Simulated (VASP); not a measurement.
All values below come from revTPSS meta-GGA, VASP's PBE PAW potentials (set 64) (plane waves; VASP 6.6.1).

The input files of a VASP run:

### POSCAR
```
Be
1
    1.1536056032    -1.9981033450     0.0000000000
    1.1536056032     1.9981033450     0.0000000000
    0.0000000000     0.0000000000     3.6232175531
Be
2
Direct
  0.3333330000   0.6666670000   0.2500000000
  0.6666670000   0.3333330000   0.7500000000
```

KPOINTS:
```
Automatic mesh
0
Gamma
18 18 10
0 0 0
```

INCAR:
```
# general
SYSTEM  = Be
PREC    = Accurate
ENCUT   = 520
LREAL   = .FALSE.
LASPH   = .TRUE.

# electronic loop
EDIFF   = 1E-7
NELM    = 100
ALGO    = Normal
LMIXTAU = .TRUE.

# smearing
ISMEAR  = 1
SIGMA   = 0.1

# functional
METAGGA = RTPSS

# ions
IBRION  = 2
NSW     = 30
ISIF    = 4
EDIFFG  = -0.01

# output
LWAVE   = .FALSE.
LCHARG  = .FALSE.
```

POTCAR, in this order: Be (PBE.64 set). Program: vasp_std.

The run wrote:

OSZICAR:
```
       N       E                     dE             d eps       ncg     rms          rms(c)
DAV:   1     0.672325639114E+02    0.67233E+02   -0.45177E+03  2664   0.204E+03
DAV:   2     0.342888257279E+02   -0.32944E+02   -0.32070E+02  5322   0.384E+02
DAV:   3     0.322466909866E+02   -0.20421E+01   -0.20203E+01  5268   0.864E+01
DAV:   4     0.321555395061E+02   -0.91151E-01   -0.90992E-01  5268   0.202E+01
DAV:   5     0.321501014135E+02   -0.54381E-02   -0.54376E-02  5322   0.412E+00    0.296E+00
DAV:   6    -0.860631057846E+01   -0.40756E+02   -0.16470E+02  5262   0.289E+03    0.143E+00
DAV:   7    -0.957713914097E+01   -0.97083E+00   -0.41101E+00  3954   0.348E+01    0.102E+00
DAV:   8    -0.900390695359E+01    0.57323E+00   -0.10279E+00  2904   0.177E+01    0.404E-01
DAV:   9    -0.956926980408E+01   -0.56536E+00   -0.85917E-01  2664   0.150E+01    0.526E-02
DAV:  10    -0.957155589951E+01   -0.22861E-02   -0.10072E-03  4836   0.375E-01    0.358E-02
DAV:  11    -0.957156423212E+01   -0.83326E-05   -0.84579E-06  2724   0.348E-02    0.327E-02
DAV:  12    -0.957150769784E+01    0.56534E-04   -0.21851E-05  3186   0.742E-02    0.214E-03
DAV:  13    -0.957156640462E+01   -0.58707E-04   -0.58550E-06  3192   0.387E-02    0.155E-03
DAV:  14    -0.957156635448E+01    0.50133E-07   -0.18131E-07  3828   0.681E-03
   1 F= -.95715664E+01 E0= -.95714990E+01  d E =-.957157E+01
       N       E                     dE             d eps       ncg     rms          rms(c)
DAV:   1    -0.957187250092E+01   -0.30610E-03   -0.27934E-03  3402   0.348E-01    0.194E-02
DAV:   2    -0.957186797214E+01    0.45288E-05   -0.14377E-05  3288   0.335E-02    0.115E-02
DAV:   3    -0.957186468207E+01    0.32901E-05   -0.24568E-06  3396   0.129E-02    0.502E-04
DAV:   4    -0.957186557887E+01   -0.89680E-06   -0.26878E-07  3294   0.551E-03    0.251E-04
DAV:   5    -0.957186501712E+01    0.56175E-06   -0.15000E-07  3042   0.464E-03    0.188E-04
DAV:   6    -0.957186555137E+01   -0.53425E-06   -0.29248E-08  1728   0.238E-03    0.235E-05
DAV:   7    -0.957186548924E+01    0.62124E-07   -0.90519E-10  1566   0.320E-04
   2 F= -.95718655E+01 E0= -.95718096E+01  d E =-.299135E-03
       N       E                     dE             d eps       ncg     rms          rms(c)
DAV:   1    -0.957187424631E+01   -0.86949E-05   -0.10329E-04  3408   0.670E-02    0.397E-03
DAV:   2    -0.957187400119E+01    0.24512E-06   -0.53448E-07  3246   0.642E-03    0.235E-03
DAV:   3    -0.957187389243E+01    0.10876E-06   -0.99702E-08  3210   0.250E-03    0.967E-05
DAV:   4    -0.957187384872E+01    0.43710E-07   -0.77509E-09  1668   0.556E-04
   3 F= -.95718738E+01 E0= -.95718165E+01  d E =-.307494E-03
```

### OUTCAR
```
------------------------ aborting loop because EDIFF is reached ----------------------------------------
  FORCE on cell =-STRESS in cart. coord.  units (eV):
  Direction    XX          YY          ZZ          XY          YZ          ZX
  --------------------------------------------------------------------------------------
  Total       -0.6851717     -0.6851716     -0.6847017      0.0000000      0.0000000      0.0000000
  in kB      -65.7219299    -65.7219191    -65.6768464      0.0000000      0.0000000      0.0000000
  external PRESSURE =     -65.7068985 kB  Pullay stress =       0.0000000 kB
  volume of cell :       16.70
      direct lattice vectors                 reciprocal lattice vectors
     1.151653798 -1.994722727  0.000000000     0.434158252 -0.250661404 -0.000000000
     1.151653798  1.994722727  0.000000000     0.434158252  0.250661404 -0.000000000
     0.000000000  0.000000000  3.635509093    -0.000000000  0.000000000  0.275064640
 POSITION                                       TOTAL-FORCE (eV/Angst)
 -----------------------------------------------------------------------------------
      1.15165      0.66491      0.90888         0.000000      0.000000      0.000000
      1.15165     -0.66491      2.72663        -0.000000     -0.000000      0.000000
 -----------------------------------------------------------------------------------
    total drift:                                0.000000     -0.000003      0.000005
  FREE ENERGIE OF THE ION-ELECTRON SYSTEM (eV)
  ---------------------------------------------------
  free  energy   TOTEN  =        -9.5718738487 eV

  energy  without entropy=       -9.5717017571  energy(sigma->0) =       -9.57181648

 reached required accuracy - stopping structural energy minimisation
```
(Selected blocks of OUTCAR.)

CONTCAR:
```
Be
   1.00000000000000
     1.1516537982040682   -1.9947227271624812    0.0000000000000000
     1.1516537982040682    1.9947227271624812    0.0000000000000000
     0.0000000000000000    0.0000000000000000    3.6355090925898654
  Be
     2
Direct
     0.3333330000000032    0.6666669999999968    0.2500000000000000
     0.6666669999999968    0.3333330000000032    0.7500000000000000
```

The compound is Be in the hcp structure. This cell is one point of a volume scan, at 1.06 of the reference volume. Symmetry was kept, so distortions that lower it aren't found.
